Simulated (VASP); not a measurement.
# Ba2Tl5V3O12 (P-42m) in VASP: a series of runs, part 2 of 2

VASP 6.6.1. The steps go on from the part before.

## Step 3: Relaxation of cell and atoms, LDA, collinear spin, ferromagnetic start

The input, INCAR:

```
SYSTEM = Ba2Tl5V3O12
PREC     = Accurate       ! precision mode
ENCUT    = 600            ! plane-wave cutoff, eV
EDIFF    = 1E-7           ! SCF threshold, eV
ISMEAR   = -1             ! smearing method
SIGMA    = 0.05           ! smearing width, eV
LREAL    = .FALSE.        ! projectors in reciprocal space
LASPH    = .TRUE.         ! aspherical terms in the spheres
NELM     = 120            ! most SCF steps
ALGO     = Normal         ! electronic algorithm
ISIF     = 3              ! what is computed and relaxed
LWAVE    = .FALSE.        ! write WAVECAR
LCHARG   = .FALSE.        ! write CHGCAR
ISPIN    = 2              ! spin polarisation
MAGMOM   = 0 0 2 2 2 0 0 0 0 0 0 0 0 0 0 0 0 0 0 0 0 0 ! initial moments
LORBIT   = 11             ! projections on sites
LMAXMIX  = 4              ! l up to which the mixer works
GGA      = CA             ! functional
IBRION   = 2              ! ionic algorithm
NSW      = 40             ! ionic steps
EDIFFG   = -0.01          ! ionic threshold
KPAR     = 4
```

The input, KPOINTS:

```
regular mesh
0
G
  3 3 4
  0 0 0
```

The input, POSCAR:

```
Ba2Tl5V3O12
1.0
    9.9366500000      0.0000000000      0.0000000000
    0.0000000000      9.9366500000      0.0000000000
    0.0000000000      0.0000000000      6.6555200000
Ba V Tl O
2 3 5 12
Direct
    0.0000000000      0.5000000000      0.0000000000
    0.5000000000      0.0000000000      0.0000000000
    0.5000000000      0.5000000000      0.0000000000
    0.5000000000      0.0000000000      0.5000000000
    0.0000000000      0.5000000000      0.5000000000
    0.0000000000      0.0000000000      0.5000000000
    0.6732100000      0.3267900000      0.4601400000
    0.3267900000      0.6732100000      0.4601400000
    0.6732100000      0.6732100000      0.5398600000
    0.3267900000      0.3267900000      0.5398600000
    0.3984800000      0.6015200000      0.1465200000
    0.6015200000      0.3984800000      0.1465200000
    0.6015200000      0.6015200000      0.8534800000
    0.3984800000      0.3984800000      0.8534800000
    0.5995900000      0.0907200000      0.3357900000
    0.4004100000      0.0907200000      0.6642100000
    0.5995900000      0.9092800000      0.6642100000
    0.4004100000      0.9092800000      0.3357900000
    0.0907200000      0.5995900000      0.3357900000
    0.0907200000      0.4004100000      0.6642100000
    0.9092800000      0.5995900000      0.6642100000
    0.9092800000      0.4004100000      0.3357900000
```

Potentials or basis: VASP PAW LDA potentials, release 64 (Ba_sv, V_sv, Tl_d, O).

On the command line:

```sh
cat potpaw_LDA.64/Ba_sv/POTCAR potpaw_LDA.64/V_sv/POTCAR potpaw_LDA.64/Tl_d/POTCAR potpaw_LDA.64/O/POTCAR > POTCAR
mpirun -np 4 vasp_std > vasp.out
```

It took 2.5 h on 4 MPI ranks of AMD EPYC 9R45 (Zen 5), shared host; peak memory 1.5 GiB.

Results (log left out):

```
Free energy                                           : -155.7304 eV
Relaxed volume                                        : 25.70 Å³/atom
Relaxed cell                                          : a = 9.253 Å, b = 9.253 Å, c = 6.602 Å, α = 90.00°, β = 90.00°, γ = 90.00°
Space group after relaxing (to 0.05 Å)                : P-42m (No. 111)
Energy gained by relaxing                             : 34.4 meV/atom
Ionic steps                                           : 23
Pressure after relaxing                               : 0.0 GPa
Largest force after relaxing                          : 0.008 eV/Å
Band gap on the k mesh                                : 0.61 eV, indirect (least direct gap 0.75 eV)
Net moment                                            : 0.00 μB per cell
Valence electrons inside the program's atomic spheres : Ba 7.90; V 12.20, 12.29; Tl 11.02, 11.20; O 4.96, 4.98
```

Forces in eV/Å, atoms in the order of the input:
```
Ba   0.000  0.000  0.000
Ba   0.000  0.000  0.000
V    0.000  0.000  0.000
V    0.000  0.000  0.000
V    0.000  0.000  0.000
Tl   0.000  0.000  0.000
Tl   0.000  0.000  0.003
Tl   0.000  0.000  0.003
Tl   0.000  0.000 -0.003
Tl   0.000  0.000 -0.003
O   -0.006  0.006  0.000
O    0.006 -0.006  0.000
O    0.006  0.006  0.000
O   -0.006 -0.006  0.000
O    0.003 -0.005 -0.002
O   -0.003 -0.005  0.002
O    0.003  0.005  0.002
O   -0.003  0.005 -0.002
O   -0.005  0.003 -0.002
O   -0.005 -0.003  0.002
O    0.005  0.003  0.002
O    0.005 -0.003 -0.002
```

Step by step:
```tsv
step	energy change (eV)	largest force (eV/Å)	pressure (GPa)	volume (Å³)
1	0.0000	0.4780	-2.92	657.15
2	0.0586	2.1679	2.95	606.69
3	-0.2739	0.7490	-0.38	632.28
4	-0.4679	0.2432	-0.18	613.81
5	-0.4856	0.4139	-0.05	606.45
6	-0.5821	0.3515	-0.24	597.59
7	-0.5983	0.5989	-0.32	592.30
8	-0.6636	0.3099	-0.05	584.05
9	-0.6740	0.2606	0.13	579.08
10	-0.7028	0.2187	-0.21	577.09
11	-0.7160	0.4596	-0.68	574.37
12	-0.7328	0.3464	-0.51	571.47
13	-0.7515	0.0928	0.00	562.84
14	-0.7518	0.0929	-0.06	563.79
15	-0.7531	0.0729	-0.03	563.78
16	-0.7552	0.0440	0.08	563.74
17	-0.7553	0.0468	0.11	563.73
18	-0.7560	0.0417	0.01	564.48
19	-0.7561	0.0464	-0.02	564.67
20	-0.7566	0.0228	-0.01	564.91
21	-0.7568	0.0216	0.01	565.13
22	-0.7568	0.0235	0.01	565.15
23	-0.7569	0.0082	-0.03	565.31
```

Final structure:
```yaml
crystal:
  lattice:
    - [9.25313, 0.00000, 0.00000]
    - [0.00000, 9.25313, 0.00000]
    - [0.00000, 0.00000, 6.60250]
  atoms:
    - { symbol: Ba, position: [0.00000, 0.50000, 0.00000] }
    - { symbol: Ba, position: [0.50000, 0.00000, 0.00000] }
    - { symbol: V, position: [0.50000, 0.50000, 0.00000] }
    - { symbol: V, position: [0.50000, 0.00000, 0.50000] }
    - { symbol: V, position: [0.00000, 0.50000, 0.50000] }
    - { symbol: Tl, position: [0.00000, 0.00000, 0.50000] }
    - { symbol: Tl, position: [0.66871, 0.33129, 0.46859] }
    - { symbol: Tl, position: [0.33129, 0.66871, 0.46859] }
    - { symbol: Tl, position: [0.66871, 0.66871, 0.53141] }
    - { symbol: Tl, position: [0.33129, 0.33129, 0.53141] }
    - { symbol: O, position: [0.39182, 0.60818, 0.14582] }
    - { symbol: O, position: [0.60818, 0.39182, 0.14582] }
    - { symbol: O, position: [0.60818, 0.60818, 0.85418] }
    - { symbol: O, position: [0.39182, 0.39182, 0.85418] }
    - { symbol: O, position: [0.60733, 0.09458, 0.33614] }
    - { symbol: O, position: [0.39267, 0.09458, 0.66386] }
    - { symbol: O, position: [0.60733, 0.90542, 0.66386] }
    - { symbol: O, position: [0.39267, 0.90542, 0.33614] }
    - { symbol: O, position: [0.09458, 0.60733, 0.33614] }
    - { symbol: O, position: [0.09458, 0.39267, 0.66386] }
    - { symbol: O, position: [0.90542, 0.60733, 0.66386] }
    - { symbol: O, position: [0.90542, 0.39267, 0.33614] }
```

Levels at points of the mesh, in eV from the valence-band top:
Spin up:
| k point | band 94 | band 95 | band 96 | band 97 | band 98 | band 99 | band 100 | band 101 | band 102 | band 103 |
| --- | --- | --- | --- | --- | --- | --- | --- | --- | --- | --- |
| (0.00, 0.00, 0.00) | -1.34 | -0.56 | -0.31 | -0.31 | -0.07 | 1.13 | 1.23 | 1.23 | 1.90 | 1.92 |
| (0.00, 0.00, 0.50) | -0.84 | -0.70 | -0.40 | -0.40 | -0.26 | 0.63 | 1.29 | 1.29 | 1.92 | 2.26 |
Spin down:
```tsv
k point	band 94	band 95	band 96	band 97	band 98	band 99	band 100	band 101	band 102	band 103
(0.00, 0.00, 0.00)	-1.34	-0.56	-0.31	-0.31	-0.07	1.13	1.23	1.23	1.90	1.92
(0.00, 0.00, 0.50)	-0.84	-0.70	-0.40	-0.40	-0.26	0.63	1.29	1.29	1.92	2.26
```

Caveat: spin-orbit coupling is left out, which as a rule narrows the gap of such compounds by several tenths of an eV; an odd mesh through Γ misses points on the zone boundary, where band edges often lie.

## Step 4: Relaxation of cell and atoms, PBEsol, collinear spin, ferromagnetic start

INCAR, as its differences from that of step 3:

```diff
@@ -17,3 +17,3 @@
 LMAXMIX  = 4              ! l up to which the mixer works
-GGA      = CA             ! functional
+GGA      = PS             ! functional
 IBRION   = 2              ! ionic algorithm
```

KPOINTS is that of step 3.

POSCAR is that of step 3.

Potentials or basis: VASP PAW PBE potentials, release 64 (Ba_sv, V_sv, Tl_d, O).

On the command line:

```sh
cat potpaw_PBE.64/Ba_sv/POTCAR potpaw_PBE.64/V_sv/POTCAR potpaw_PBE.64/Tl_d/POTCAR potpaw_PBE.64/O/POTCAR > POTCAR
mpirun -np 4 vasp_std > vasp.out
```

OUTCAR:

```text
SYSTEM = Ba2Tl5V3O12
   PREC = Accurate
   ENCUT = 600
   EDIFF = 1E-7
   ISMEAR = -1
   LREAL = .FALSE.
   LASPH = .TRUE.
   NELM = 120
   ISIF = 3
   ISPIN = 2
   LORBIT = 11
   GGA = PS
   IBRION = 2
   NSW = 40
   EDIFFG = -0.01

 ion  position               nearest neighbor table
   1  0.000  0.500  0.000-  19 2.61  20 2.61  21 2.61  22 2.61   5 3.33   5 3.33
   2  0.500  0.000  0.000-  15 2.61  16 2.61  17 2.61  18 2.61   4 3.33   4 3.33
   3  0.500  0.500  0.000-  11 1.73  12 1.73  13 1.73  14 1.73
   4  0.500  0.000  0.500-  15 1.73  16 1.73  17 1.73  18 1.73   2 3.33   2 3.33
   5  0.000  0.500  0.500-  19 1.73  20 1.73  21 1.73  22 1.73   1 3.33   1 3.33
   6  0.000  0.000  0.500-
   7  0.673  0.327  0.460-  12 2.32  15 2.59  22 2.59  10 3.48   9 3.48
   8  0.327  0.673  0.460-  11 2.32  18 2.59  19 2.59  10 3.48   9 3.48
   9  0.673  0.673  0.540-  13 2.32  17 2.59  21 2.59   8 3.48   7 3.48
  10  0.327  0.327  0.540-  14 2.32  16 2.59  20 2.59   8 3.48   7 3.48
  11  0.398  0.602  0.147-   3 1.73   8 2.32
  12  0.602  0.398  0.147-   3 1.73   7 2.32
  13  0.602  0.602  0.853-   3 1.73   9 2.32
  14  0.398  0.398  0.853-   3 1.73  10 2.32
  15  0.600  0.091  0.336-   4 1.73   7 2.59   2 2.61
  16  0.400  0.091  0.664-   4 1.73  10 2.59   2 2.61
  17  0.600  0.909  0.664-   4 1.73   9 2.59   2 2.61
[... 549 lines left out ...]
      4     -37.7271      1.00000
      5     -37.7271      1.00000
      6     -37.6568      1.00000
[... 1006 lines left out ...]
    109       4.2726      0.00000
    110       4.5024      0.00000
 Fermi energy:         1.0490695086

 spin component 2

 k-point     1 :       0.0000    0.0000    0.0000
  band No.  band energies     occupation
      1     -63.5735      1.00000
      2     -63.5735      1.00000
      3     -62.5304      1.00000
      4     -37.7271      1.00000
      5     -37.7271      1.00000
      6     -37.6568      1.00000
[... 1006 lines left out ...]
    109       4.2726      0.00000
    110       4.5024      0.00000
 [bands above 110 left out]

------------------------ aborting loop because EDIFF is reached ----------------------------------------

  FORCE on cell =-STRESS in cart. coord.  units (eV):
  Direction    XX          YY          ZZ          XY          YZ          ZX
  --------------------------------------------------------------------------------------
  -------------------------------------------------------------------------------------
  Total        0.0165293      0.0165293     -0.0168717      0.0000000      0.0000000      0.0000000
  in kB        0.0439815      0.0439815     -0.0448926      0.0000000      0.0000000      0.0000000
  external PRESSURE =       0.0143568 kB  Pullay stress =       0.0000000 kB
[... 37 lines left out ...]
  FREE ENERGIE OF THE ION-ELECTRON SYSTEM (eV)
  ---------------------------------------------------
  free  energy   TOTEN  =      -148.4998915802 eV

  energy  without entropy=     -148.4995105297  energy(sigma->0) =     -148.49970105

 reached required accuracy - stopping structural energy minimisation

 total charge

# of ion       s       p       d       tot
------------------------------------------
    1        1.986   5.615   0.291   7.892
    2        1.986   5.615   0.291   7.892
    3        2.408   6.449   3.283  12.140
    4        2.419   6.461   3.341  12.222
    5        2.419   6.461   3.341  12.222
    6        1.313   0.038   9.671  11.022
[... 14 lines left out ...]
   21        1.576   3.401   0.000   4.977
   22        1.576   3.401   0.000   4.977
--------------------------------------------------
tot         36.257  72.537  58.966 167.760

 magnetization (x)

# of ion       s       p       d       tot
------------------------------------------
    1        0.000   0.000  -0.000   0.000
    2        0.000   0.000  -0.000   0.000
    3        0.000  -0.000   0.000   0.000
    4       -0.000  -0.000   0.000   0.000
    5       -0.000  -0.000   0.000   0.000
    6       -0.000  -0.000  -0.000  -0.000
[... 14 lines left out ...]
   21        0.000  -0.000   0.000   0.000
   22        0.000  -0.000   0.000   0.000
--------------------------------------------------
tot          0.000  -0.000   0.000   0.000
```

OSZICAR:

```text
N       E                     dE             d eps       ncg     rms          rms(c)
DAV:   1     0.186100026483E+04    0.18610E+04   -0.10829E+05  4760   0.164E+03
DAV:   2     0.276076362493E+02   -0.18334E+04   -0.17685E+04  5136   0.385E+02
[... 332 lines left out ...]
DAV:   2    -0.148499927282E+03   -0.13403E-04   -0.84176E-04  5104   0.121E-01    0.120E-01
DAV:   3    -0.148499900933E+03    0.26349E-04   -0.58507E-05  5088   0.346E-02    0.739E-02
DAV:   4    -0.148499898935E+03    0.19980E-05   -0.13134E-05  5120   0.154E-02    0.553E-02
DAV:   5    -0.148499892940E+03    0.59950E-05   -0.16349E-05  5680   0.199E-02    0.197E-02
DAV:   6    -0.148499891844E+03    0.10962E-05   -0.60382E-06  5408   0.925E-03    0.738E-03
DAV:   7    -0.148499891582E+03    0.26213E-06   -0.61828E-07  4864   0.325E-03    0.241E-03
DAV:   8    -0.148499891580E+03    0.14697E-08   -0.27541E-07  3872   0.223E-03
  26 F= -.14849989E+03 E0= -.14849970E+03  d E =-.373779E-04  mag=    -0.0000
```

Wall time 2.8 h (4 MPI ranks of AMD EPYC 9R45 (Zen 5), shared host); peak memory 1.9 GiB.

Results:

```yaml
Free_energy: -148.4999 eV
Relaxed_volume: 27.37 Å³/atom
Relaxed_cell: a = 9.519 Å, b = 9.519 Å, c = 6.646 Å, α = 90.00°, β = 90.00°, γ = 90.00°
Space_group_after_relaxing_to_0.05_Å: P-42m (No. 111)
Energy_gained_by_relaxing: 10.1 meV/atom
Ionic_steps: 26
Pressure_after_relaxing: 0.0 GPa
Largest_force_after_relaxing: 0.007 eV/Å
Band_gap_on_the_k_mesh: 0.72 eV, indirect (least direct gap 0.82 eV)
Net_moment: 0.00 μB per cell
Valence_electrons_inside_the_program's_atomic_spheres: Ba 7.89; V 12.14, 12.22; Tl 11.02, 11.17; O 4.97, 4.98
```

Forces on the atoms (eV/Å):
```
Ba   0.000  0.000  0.000
Ba   0.000  0.000  0.000
V    0.000  0.000  0.000
V    0.000  0.000  0.000
V    0.000  0.000  0.000
Tl   0.000  0.000  0.000
Tl   0.003 -0.003 -0.006
Tl  -0.003  0.003 -0.006
Tl   0.003  0.003  0.006
Tl  -0.003 -0.003  0.006
O    0.003 -0.003  0.006
O   -0.003  0.003  0.006
O   -0.003 -0.003 -0.006
O    0.003  0.003 -0.006
O   -0.002  0.003 -0.004
O    0.002  0.003  0.004
O   -0.002 -0.003  0.004
O    0.002 -0.003 -0.004
O    0.003 -0.002 -0.004
O    0.003  0.002  0.004
O   -0.003 -0.002  0.004
O   -0.003  0.002 -0.004
```

The path:
| step | energy change (eV) | largest force (eV/Å) | pressure (GPa) | volume (Å³) |
| --- | --- | --- | --- | --- |
| 1 | 0.0000 | 0.2606 | -1.42 | 657.15 |
| 2 | -0.0131 | 0.9272 | 1.13 | 632.35 |
| 3 | -0.0697 | 0.4038 | -0.13 | 643.90 |
| 4 | -0.1255 | 0.1309 | -0.07 | 634.11 |
| 5 | -0.1319 | 0.2139 | -0.03 | 629.51 |
| 6 | -0.1614 | 0.1856 | -0.09 | 624.52 |
| 7 | -0.1699 | 0.3858 | -0.13 | 619.71 |
| 8 | -0.1881 | 0.2263 | -0.06 | 615.65 |
| 9 | -0.1941 | 0.1530 | 0.04 | 610.84 |
| 10 | -0.2038 | 0.1312 | -0.07 | 609.22 |
| 11 | -0.2111 | 0.3233 | -0.41 | 604.37 |
| 12 | -0.2124 | 0.2615 | -0.31 | 605.70 |
| 13 | -0.2198 | 0.0930 | -0.08 | 602.68 |
| 14 | -0.2208 | 0.0351 | 0.06 | 600.98 |
| 15 | -0.2208 | 0.0345 | 0.05 | 601.08 |
| 16 | -0.2212 | 0.0265 | 0.03 | 601.20 |
| 17 | -0.2216 | 0.0366 | -0.01 | 601.47 |
| 18 | -0.2216 | 0.0430 | -0.02 | 601.54 |
| 19 | -0.2219 | 0.0191 | 0.01 | 601.49 |
| 20 | -0.2219 | 0.0173 | 0.03 | 601.48 |
| 21 | -0.2219 | 0.0172 | 0.03 | 601.47 |
| 22 | -0.2220 | 0.0148 | 0.02 | 601.72 |
| 23 | -0.2221 | 0.0172 | 0.00 | 601.91 |
| 24 | -0.2221 | 0.0284 | -0.03 | 602.30 |
| 25 | -0.2221 | 0.0208 | -0.01 | 602.06 |
| 26 | -0.2221 | 0.0074 | 0.00 | 602.14 |

Final structure:
```yaml
crystal:
  lattice:
    - [9.51871, 0.00000, 0.00000]
    - [0.00000, 9.51871, 0.00000]
    - [0.00000, 0.00000, 6.64567]
  atoms:
    - { symbol: Ba, position: [0.00000, 0.50000, 0.00000] }
    - { symbol: Ba, position: [0.50000, 0.00000, 0.00000] }
    - { symbol: V, position: [0.50000, 0.50000, 0.00000] }
    - { symbol: V, position: [0.50000, 0.00000, 0.50000] }
    - { symbol: V, position: [0.00000, 0.50000, 0.50000] }
    - { symbol: Tl, position: [0.00000, 0.00000, 0.50000] }
    - { symbol: Tl, position: [0.66915, 0.33085, 0.46534] }
    - { symbol: Tl, position: [0.33085, 0.66915, 0.46534] }
    - { symbol: Tl, position: [0.66915, 0.66915, 0.53466] }
    - { symbol: Tl, position: [0.33085, 0.33085, 0.53466] }
    - { symbol: O, position: [0.39417, 0.60583, 0.14507] }
    - { symbol: O, position: [0.60583, 0.39417, 0.14507] }
    - { symbol: O, position: [0.60583, 0.60583, 0.85493] }
    - { symbol: O, position: [0.39417, 0.39417, 0.85493] }
    - { symbol: O, position: [0.60464, 0.09323, 0.33680] }
    - { symbol: O, position: [0.39536, 0.09323, 0.66320] }
    - { symbol: O, position: [0.60464, 0.90677, 0.66320] }
    - { symbol: O, position: [0.39536, 0.90677, 0.33680] }
    - { symbol: O, position: [0.09323, 0.60464, 0.33680] }
    - { symbol: O, position: [0.09323, 0.39536, 0.66320] }
    - { symbol: O, position: [0.90677, 0.60464, 0.66320] }
    - { symbol: O, position: [0.90677, 0.39536, 0.33680] }
```

Caveat: the PAW data sets were made with another functional, which shifts forces and pressure a little; spin-orbit coupling is left out, which as a rule narrows the gap of such compounds by several tenths of an eV; an odd mesh through Γ misses points on the zone boundary, where band edges often lie.

## Step 5: Summary

| level | potentials or basis | gap on the mesh (eV) | pressure (GPa) | moment (μB) | relaxed volume (Å³/atom) | largest force (eV/Å) |
| --- | --- | --- | --- | --- | --- | --- |
| PBE | VASP PAW PBE potentials, release 64 (Ba_sv, V_sv, Tl_d, O) | 0.52 | 0.0 | 0.00 | 29.78 | 0.01 |
| LDA | VASP PAW LDA potentials, release 64 (Ba_sv, V_sv, Tl_d, O) | 0.61 | 0.0 | 0.00 | 25.70 | 0.01 |
| PBEsol | VASP PAW PBE potentials, release 64 (Ba_sv, V_sv, Tl_d, O) | 0.72 | 0.0 | 0.00 | 27.37 | 0.01 |

Alike in all rows: task relaxation of cell and atoms; spin collinear, ferromagnetic start; cell relaxed; k mesh 3 × 3 × 4; cutoff (eV) 600; smearing fermi-dirac 0.05 eV.

Caveats: spin-orbit coupling is left out, which as a rule narrows the gap of such compounds by several tenths of an eV; an odd mesh through Γ misses points on the zone boundary, where band edges often lie; the PAW data sets were made with another functional, which shifts forces and pressure a little (some runs).

Total energies depend on the potentials used, so only differences within one code and one set of settings carry meaning.
